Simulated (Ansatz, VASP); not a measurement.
# AgB in two plane-wave programs

One calculation is typed for both programs; each brings its own data sets. How far apart do they land? The cell is generated by rule, not measured, and may not be a known phase. The cell is taken from a series of runs on this material, whose earlier steps may have relaxed, scaled, displaced or heated it; both programs get it as it stands.

Main program and level: Ansatz 0.2.0; plane waves, with VASP 6.6.1 beside it; relaxation of cell and atoms at PBEsol.

## 1. Starting point

It takes space group Pm-3m (No. 221, cubic). Conventional cell: a = 2.865 Å, b = 2.865 Å, c = 2.865 Å, α = 90.00°, β = 90.00°, γ = 90.00°. Nearest to B lie 8 Ag at 2.48 Å. Nearest to Ag lie 8 B at 2.48 Å. Farther neighbours are not listed.

## 2. Ansatz: relaxation of cell and atoms, PBEsol, pair 1

Ansatz runs on its default PAW (the set named soft_2) files.

The relaxed volume is the usual yardstick between codes: in a stiff, nearly cubic crystal its relative difference is about their pressure difference at one cell divided by the bulk modulus.

The input, input.yaml:

```yaml
crystal:
  lattice:
    - [2.8649416521, 0.0, 0.0]
    - [0.0, 2.8649416521, 0.0]
    - [0.0, 0.0, 2.8649416521]
  atoms:
    - { symbol: B, position: [0.5, 0.5, 0.5] }
    - { symbol: Ag, position: [0.0, 0.0, 0.0] }
kpoints:
  mp_grid: { grid: [12, 12, 12] }
hamiltonian:
  xc: pbesol
scf:
  occupations: { method: methfessel_paxton, width: 0.15 }
output:
  forces: true
  stress: true
  eigenvalues: true
  write_density: true
  write_potential: true
  elf: true
  volumetric_format: npy
relax:
  adjacent_minimum: "off"
  f_tol: 0.001
  max_steps: 60
  cell: { stress_tol: 0.01 }
```

Launch:

```sh
ansatz run input.yaml --threads 4 --pin off --max-ram 7168MiB --backend cpu --events-out ev --progress --plain --runs-dir out
```

Numbers of over 12 decimals in the logs are rounded to 6 here.

Log:

```text
Engine: ansatz 0.2.0, x86_64-unknown-linux-gnu
Pseudopotentials: kind: paw
Pseudopotential: B, paw, valence charge 3, recommended cutoff 420 eV (normal), B.paw.azcp
Pseudopotential: Ag, paw, valence charge 19, recommended cutoff 420 eV (normal), Ag.paw.azcp
Functional definition: PBEsol
  exchange = pbesol_x
  correlation = pbesol_c
Crystal: 2 atoms, lattice volume = 23.515 Å³
Basis set: ecut = 420 eV, 461 PW (Γ), exchange–correlation on 40×40×40 points (8 copies of the dense FFT grid, shifted against one another)
Bands: 15, of which v1, the nominal top of the filled ones, is band 11 counted from 1 (10 counted from 0)
Symmetry: 48 space group operations
Space group: Pm-3m (ITA 221), of the structure as read, at distance tolerance 2.9e-5 Å
k-points: 84 of 1728
Non-local potential: B, projectors of the file, l = 0: 2, l = 1: 2, l = 2: 1
Non-local potential: Ag, projectors of the file, l = 0: 3, l = 1: 2, l = 2: 2, l = 3: 1
PAW form: soft (Blöchl's): semilocal exchange-correlation on the pseudo side does not see the compensation charge
PAW frozen core: B, regenerated for the run's functional, and the local potential with it (the file was generated under x = pbe(κ = 0.804, μ = 0.219515), c = pbe(β = 0.066725))
PAW frozen core: Ag, regenerated for the run's functional, and the local potential with it (the file was generated under x = pbe(κ = 0.804, μ = 0.219515), c = pbe(β = 0.066725))
PAW one-centre angular grid: B, 110 points (default); XC on 64 Gauss nodes
PAW one-centre angular grid: Ag, 590 points (default); XC on 64 Gauss nodes
Initial density: superposition of atomic densities (neutral atoms: chi_scale 0, normalization atom), corrected by the library's trained network
Initial wavefunctions: pseudopotential atomic-orbital guess
Functional: x = pbesol(κ = 0.804, μ = 0.123457), c = pbesol(β = 0.046)
SCF iter   1: F=—  HF=-7672.292971 eV  |F-HF|=—  |Δ(HF+E_count)|=         —  Δρ=9.69e-3  dr2=1.77e-2  ethr=1.77e-3  ⟨swp⟩=4.1  Hψ=5528  notcnv=0
preconditioner: auto → none  [metal: Δε(μ)=0.024 eV  Ē_g=11.391 eV  σ=0.150 eV  W_gap=0.14  n_scr=6 (ndim 8)  ℏωp=28.7 eV  f_vac=0.000  D(μ)=0.97/eV (n_scr^D=6)  sad-step TF]
SCF iter   2: F=—  HF=-7672.288589 eV  |F-HF|=—  |Δ(HF+E_count)|=   4.38e-3  S|Δr|=    0.00e0  Δρ=4.42e-3  dr2=4.02e-3  ethr=8.07e-5  ⟨swp⟩=1.0  Hψ=1951  notcnv=0
SCF iter   3: F=—  HF=-7672.287162 eV  |F-HF|=—  |Δ(HF+E_count)|=   1.43e-3  S|Δr|=    0.00e0  Δρ=5.44e-4  dr2=5.82e-5  ethr=1.83e-5  ⟨swp⟩=2.2  Hψ=1821  notcnv=0
SCF iter   4: F=—  HF=-7672.287159 eV  |F-HF|=—  |Δ(HF+E_count)|=   3.12e-6  S|Δr|=    0.00e0  Δρ=5.45e-5  dr2=3.83e-7  ethr=2.64e-7  ⟨swp⟩=2.1  Hψ=1860  notcnv=0  defer=1
SCF iter   5: F=-7672.287160 eV  HF=-7672.287160 eV  |F-HF|=2.85e-9  |Δ(HF+E_count)|=   2.53e-7  S|Δr|=    0.00e0  Δρ=4.77e-6  dr2=3.92e-9  ethr=4.55e-10  ⟨swp⟩=7.8  Hψ=7692  notcnv=0
SCF 1 converged in 5 iterations: F = -7672.287160 eV  dr2 = 3.92e-9
  greatest PAW one-centre occupation: 1.001 electrons in one spin orbital (limit 2), on the Ag atom at site 1 (counted from 0), in its partial waves of l = 0
relax step   1: F+E_penalty+E_count = -7672.28715953 eV  Δ(F+E_penalty+E_count) = +0.000e0 eV  max|allowed force component| = 5.916e-31 eV/Å  Δτ_max = 0.0000 Å  P = +0.049 GPa  Ω = 23.515 Å³  (5 SCF iters, dr2 threshold 1.00e-7 eV, accepted)
[...]
relax step   2: F+E_penalty+E_count = -7672.28715436 eV  Δ(F+E_penalty+E_count) = +5.170e-6 eV  max|allowed force component| = 3.123e-31 eV/Å  Δτ_max = 0.0000 Å  P = -0.006 GPa  Ω = 23.524 Å³  energy of the carried Pulay correction = -6.399e-6 eV  (4 SCF iters, dr2 threshold 5.99e-9 eV, accepted)
[...]
relax step   3: F+E_penalty+E_count = -7672.28716223 eV  Δ(F+E_penalty+E_count) = -7.870e-6 eV  max|allowed force component| = 1.479e-31 eV/Å  Δτ_max = 0.0000 Å  P = -0.006 GPa  Ω = 23.524 Å³  stress off target by 6.01e-3 GPa  SCF on the basis re-selected at this cell (its energy is not comparable with the rows above)  (4 SCF iters)
basis re-selected at this cell: Δ(F+E_penalty+E_count) = -7.870e-6 eV, ΔP = +0.000 GPa vs the last step (what re-selecting the basis moved, of the pressure what is left beyond the Pulay correction that the steps carried, after the strain that the cell walked since its last selection, with what the two solves' SCF thresholds leave and, on support functions, any second-order correction that the steps lacked; it is no m [...]
SCF converged after 4 iterations
Stability not checked: this state was not tested for a lower state beside it, because cold or Methfessel-Paxton smearing, or corrected tetrahedra, fill the levels in a way that the test cannot read (fill_not_monotonic; see scf.lower_state_search)
Free energy (F): -7672.287162 eV
Harris-Foulkes:  -7672.287162 eV  (|F-HF|=1.82e-12)
Internal energy: -7672.286457 eV  (E = F + TS)
E sigma→0 (E₀):  -7672.286986 eV
Entropy (-TS):   -0.000706 eV (-0.353 meV/atom)
Fermi energy:    16.689572 eV
--- Per-component energies (eV) ---
  E_band       = -239.716947
  E_kinetic    = 567.419729
  E_local      = -2468.709915  (includes V_loc(G=0)·N_el)
  E_nonlocal   = 94.293406
  E_hartree    = 1124.308345
  E_xc         = -214.431551
  E_vxc        = -270.958645  (∫ρ·V_xc dr)
  E_paw        = -3907.902155  (= ΣΔE_a)
  E_vpaw       = -410.378475  (= ΣTr[D̂ρ^β])
  E_aug_tail   = 0.000285  (compensation charges beyond the density's cutoff)
  E_ewald      = -2867.602051
  E_core_change = 0.337450  (= ΣΔE_core)
  E_smearing   = -0.000706  (= −TS)
  E_closure    = 0.000000  (closes the sum)
  Σ components = -7672.287162   (vs F -7672.287162, Δ=0.00e0)
--- Forces (eV/Å), atoms counted from 1 ---
  atom   1  B      0.00000000     0.00000000     0.00000000
  atom   2  Ag    -0.00000000     0.00000000    -0.00000000
  max |Σ_I F_I| component: 4.44e-31 eV/Å
--- Stress (GPa, compression-positive) ---
       -0.006011       0.000000      -0.000000
        0.000000      -0.006011      -0.000000
       -0.000000      -0.000000      -0.006011
  P = ⅓ Tr σ = -0.0060 GPa (-0.060 kbar)
--- Band table (eV; the first three rows and the last of 84) ---
  k-point 0: bands = [... 7 lower, 11.8952, 11.8952, 11.8952, 18.4085, 18.4085, 18.4085, 25.3016, 28.8925]
  k-point 1: bands = [... 7 lower, 11.7929, 11.7929, 11.9019, 17.9111, 18.5992, 18.5992, 25.5187, 28.7838]
  k-point 2: bands = [... 7 lower, 11.5338, 11.5338, 11.9205, 16.7707, 19.1186, 19.1186, 25.8900, 28.4853]
  k-point 83: bands = [... 7 lower, 12.7593, 12.7593, 13.9899, 19.1967, 19.1967, 19.1967, 20.8048, 20.8048]
--- Relaxed structure (2 steps of the walk, 2 accepted, 1 SCFs on fresh bases) ---
  F+E_penalty+E_count = -7672.28716223 eV   max|allowed force component| = 1.479e-31 eV/Å   (the final SCF, on the basis selected at the relaxed cell)
  cell:  # Å, volume = 23.5244 Å³
    - [2.865316, 0, 0]
    - [0, 2.865316, 0]
    - [0, 0, 2.865316]
  atoms:
    - { symbol: B, position: [0.5, 0.5, 0.5] }
    - { symbol: Ag, position: [0, 0, 0] }
```

## 3. VASP: relaxation of cell and atoms, PBEsol, pair 1

The same cell, functional, mesh and smearing now go to VASP, with its own data sets.

Lines of VASP's logs that name or quote its potential files are left out, and so is its time.

The input, INCAR:

```
SYSTEM = AgB
PREC = Accurate
ENCUT = 500
EDIFF = 1E-07
NELM = 120
ISMEAR = 1
SIGMA = 0.15
LREAL = .FALSE.
ALGO = Normal
GGA = PS
NBANDS = 13
LASPH = .TRUE.
LORBIT = 11
LWAVE = .FALSE.
LCHARG = .FALSE.
ISIF = 3
IBRION = 2
NSW = 80
EDIFFG = -0.005
GGA_COMPAT = .FALSE.
NELMIN = 4
KPAR = 2
```

The input, POSCAR:

```
AgB
1.0
    2.8649420000      0.0000000000      0.0000000000
    0.0000000000      2.8649420000      0.0000000000
    0.0000000000      0.0000000000      2.8649420000
B Ag
1 1
Direct
    0.5000000000      0.5000000000      0.5000000000
    0.0000000000      0.0000000000      0.0000000000
```

The input, KPOINTS:

```
Automatic mesh
0
Gamma
12 12 12
0 0 0
```

The projector-augmented-wave data sets are B and Ag (PBE family, release 64).

Launch:

```sh
mpirun -np 2 vasp_std
```

Log:

```text
[banner, memory and clock lines left out]
running    2 mpi-ranks, on    1 nodes
 distrk:  each k-point on    1 cores,    2 groups
 distr:  one band on    1 cores,    1 groups

 POSCAR found type information on POSCAR B Ag
 POSCAR found :  2 types and       2 ions
|                                                                             |
|               ----> ADVICE to this user running VASP <----                  |
|                                                                             |
|     You enforced a specific xc type in the INCAR file but a different       |
|     [... a line on the potential file left out ...]
|     I HOPE YOU KNOW WHAT YOU ARE DOING!                                     |
|                                                                             |

 LDA part: xc-table for (Slater+PW92), standard interpolation
 POSCAR, INCAR and KPOINTS ok, starting setup
 FFT: planning ... GRIDC
 FFT: planning ... GRID_SOFT
 FFT: planning ... GRID
 WAVECAR not read
 entering main loop
       N       E                     dE             d eps       ncg     rms          rms(c)
DAV:   1     0.570023331038E+02    0.57002E+02   -0.68906E+03  2200   0.988E+02
DAV:   2    -0.785980897663E+01   -0.64862E+02   -0.60358E+02  2559   0.208E+02
DAV:   3    -0.907613124760E+01   -0.12163E+01   -0.12123E+01  2539   0.293E+01
DAV:   4    -0.907929038378E+01   -0.31591E-02   -0.31590E-02  2479   0.166E+00
DAV:   5    -0.907931180036E+01   -0.21417E-04   -0.21415E-04  2584   0.131E-01    0.115E+01
DAV:   6    -0.788794752444E+01    0.11914E+01   -0.93632E+00  2389   0.316E+01    0.964E+00
DAV:   7    -0.774305592844E+01    0.14489E+00   -0.55960E-01  2269   0.865E+00    0.460E+00
DAV:   8    -0.772702946294E+01    0.16026E-01   -0.33091E-02  2409   0.181E+00    0.684E-01
DAV:   9    -0.772410339289E+01    0.29261E-02   -0.76776E-03  2344   0.982E-01    0.116E-01
DAV:  10    -0.772402815704E+01    0.75236E-04   -0.39117E-04  2509   0.167E-01    0.280E-02
DAV:  11    -0.772403157717E+01   -0.34201E-05   -0.18821E-05  2474   0.359E-02    0.154E-02
DAV:  12    -0.772403021151E+01    0.13657E-05   -0.10723E-06  2414   0.789E-03    0.375E-03
DAV:  13    -0.772402993338E+01    0.27813E-06   -0.79037E-07  2479   0.961E-03    0.173E-03
DAV:  14    -0.772402988854E+01    0.44836E-07   -0.44606E-08  1237   0.179E-03
   1 F= -.77240299E+01 E0= -.77238001E+01  d E =-.772403E+01
 curvature:   0.00 expect dE= 0.000E+00 dE for cont linesearch  0.000E+00
 trial: gam= 0.00000 g(F)=  0.000E+00 g(S)=  0.128E-04 ort = 0.000E+00 (trialstep = 0.100E+01)
 search vector abs. value=  0.128E-04
 bond charge predicted
       N       E                     dE             d eps       ncg     rms          rms(c)
DAV:   1    -0.772420010679E+01   -0.17017E-03   -0.22294E-03  2244   0.542E-01    0.876E-02
DAV:   2    -0.772404379941E+01    0.15631E-03   -0.78985E-04  2314   0.322E-01    0.477E-02
DAV:   3    -0.772403503186E+01    0.87675E-05   -0.20844E-05  2319   0.511E-02    0.220E-02
DAV:   4    -0.772403358069E+01    0.14512E-05   -0.41869E-06  2329   0.157E-02    0.415E-03
DAV:   5    -0.772403362766E+01   -0.46965E-07   -0.28262E-07  2289   0.446E-03
   2 F= -.77240336E+01 E0= -.77237938E+01  d E =-.373911E-05
 trial-energy change:   -0.000004  1 .order   -0.000002   -0.000013    0.000009
 step:   0.6955(harm=  0.5898)  dis= 0.00000  next Energy=    -7.724035 (dE=-0.504E-05)
 reached required accuracy - stopping structural energy minimisation
```

Parts of OUTCAR (step 3):

```text
ion  position               nearest neighbor table
   1  0.500  0.500  0.500-   2 2.48   2 2.48   2 2.48   2 2.48   2 2.48   2 2.48   2 2.48   2 2.48

  LATTYP: Found a simple cubic cell.
 ALAT       =     2.8649420000

 Subroutine GETGRP returns: Found 48 space group operations
 (whereof 48 operations were pure point group operations)

The static configuration has the point symmetry O_h .

 Found     84 irreducible k-points:

   k-points           NKPTS =     84   k-points in BZ     NKDIM =     84   number of bands    NBANDS=     13

   dimension x,y,z NGX =    24 NGY =   24 NGZ =   24
   dimension x,y,z NGXF=    48 NGYF=   48 NGZF=   48

   ENCUT  =  500.0 eV  36.75 Ry    6.06 a.u.   5.22  5.22  5.22*2*pi/ulx,y,z

   NELECT =      14.0000    total number of electrons

 k-points in reciprocal lattice and weights: Automatic mesh
   0.00000000  0.00000000  0.00000000       0.001
   0.08333333  0.00000000  0.00000000       0.003
   0.16666667  0.00000000  0.00000000       0.003
   0.25000000  0.00000000  0.00000000       0.003
   0.33333333  0.00000000  0.00000000       0.003
   0.41666667  0.00000000  0.00000000       0.003
   0.50000000  0.00000000  0.00000000       0.002
   0.08333333  0.08333333  0.00000000       0.007
   0.16666667  0.08333333  0.00000000       0.014
[...]
0.50000000  0.50000000  0.41666667       0.003
   0.50000000  0.50000000  0.50000000       0.001

 average (electrostatic) potential at core
       1 -25.2503       2 -71.1119

 E-fermi :   9.2668

 k-point     1 :       0.0000    0.0000    0.0000
  band No.  band energies     occupation
    ...
      2       2.0687      2.00000
      3       2.0687      2.00000
      4       4.4406      2.00000
      5       4.4406      2.00000
      6       4.4406      2.00000
      7      10.9949     -0.00000
      8      10.9949     -0.00000
      9      10.9949     -0.00000
     10      17.9101      0.00000
     11      21.5084      0.00000
    ...

 k-point     2 :       0.0833    0.0000    0.0000
  band No.  band energies     occupation
    ...
      2       2.0907      2.00000
      3       2.1206      2.00000
      4       4.3390      2.00000
      5       4.3390      2.00000
      6       4.4473      2.00000
      7      10.4964     -0.00000
      8      11.1855     -0.00000
      9      11.1855     -0.00000
     10      18.1263      0.00000
     11      21.4011      0.00000
    ...

 k-point     3 :       0.1667    0.0000    0.0000
  band No.  band energies     occupation
    ...
      2       2.1512      2.00000
      3       2.2446      2.00000
      4       4.0814      2.00000
      5       4.0814      2.00000
      6       4.4658      2.00000
      7       9.3525      0.18621
      8      11.7045     -0.00000
      9      11.7045     -0.00000
     10      18.4959      0.00000
     11      21.1060      0.00000
    ...

  Total        0.0092317      0.0092317      0.0092317     -0.0000000     -0.0000000      0.0000000
  in kB        0.6295993      0.6295993      0.6295993     -0.0000000     -0.0000000      0.0000000
  external PRESSURE =       0.6295993 kB  Pullay stress =       0.0000000 kB

  energy-cutoff  :      500.00
  volume of cell :       23.49
      direct lattice vectors                 reciprocal lattice vectors
     2.864024691  0.000000000 -0.000000000     0.349159001 -0.000000000 -0.000000000
     0.000000000  2.864024691  0.000000000    -0.000000000  0.349159001 -0.000000000
     0.000000000  0.000000000  2.864024691     0.000000000 -0.000000000  0.349159001

 POSITION                                       TOTAL-FORCE (eV/Angst)
 -----------------------------------------------------------------------------------
      1.43201      1.43201      1.43201         0.000000     -0.000000      0.000000
      0.00000      0.00000      0.00000        -0.000000      0.000000      0.000000
 -----------------------------------------------------------------------------------
    total drift:                                0.000000      0.000000      0.000000

  FREE ENERGIE OF THE ION-ELECTRON SYSTEM (eV)
  ---------------------------------------------------
  free  energy   TOTEN  =        -7.7240336277 eV

  energy  without entropy=       -7.7233140563  energy(sigma->0) =       -7.72379377

 reached required accuracy - stopping structural energy minimisation

 total charge
# of ion       s       p       d       tot
------------------------------------------
    1        0.722   0.780   0.000   1.502
    2        0.435   0.502   9.086  10.022
--------------------------------------------------
tot          1.156   1.282   9.086  11.524

[... 3 further parts left out ...]
```

CONTCAR:

```
AgB
   1.00000000000000
     2.8640246909625007    0.0000000000000000   -0.0000000000000000
     0.0000000000000000    2.8640246909625007    0.0000000000000000
     0.0000000000000000    0.0000000000000000    2.8640246909625007
  B               Ag
     1     1
Direct
     0.5000000000000000    0.5000000000000000    0.5000000000000000
     0.0000000000000000    0.0000000000000000    0.0000000000000000
```

## 4. Side by side

Known differences besides the potentials themselves: the data sets hold 22 valence electrons in Ansatz (on its default PAW (the set named soft_2) files) and 14 in VASP; the cutoff is 420 eV in Ansatz and 500 eV in VASP; Ansatz makes its cores anew for this functional, VASP keeps those of its PBE data sets; Ansatz adds a Pulay correction to the stress that steers its cell, VASP none. Total energies have different zeros and are not compared.

Both answers:

| quantity | Ansatz | VASP | difference |
| --- | --- | --- | --- |
| volume (Å³) | 23.52 | 23.49 | +0.14 % |
| edge a after relaxation, in the typed setting (Å) | 2.865 | 2.864 | +0.05 % |

[end of part 1 of 2]

[Lines on the potential files, build, host, timing and source positions are cut from VASP's logs without a mark.]

[Logs are printed without paths, hosts, clocks, repeated set-up lines and the standing remarks that a program may print on its own settings, such as how far it seeks lower states.]

[Hosts, paths, dates, database ids (printed as entryN), source tags and the programs' standing remarks are cut or masked in the printed files.]
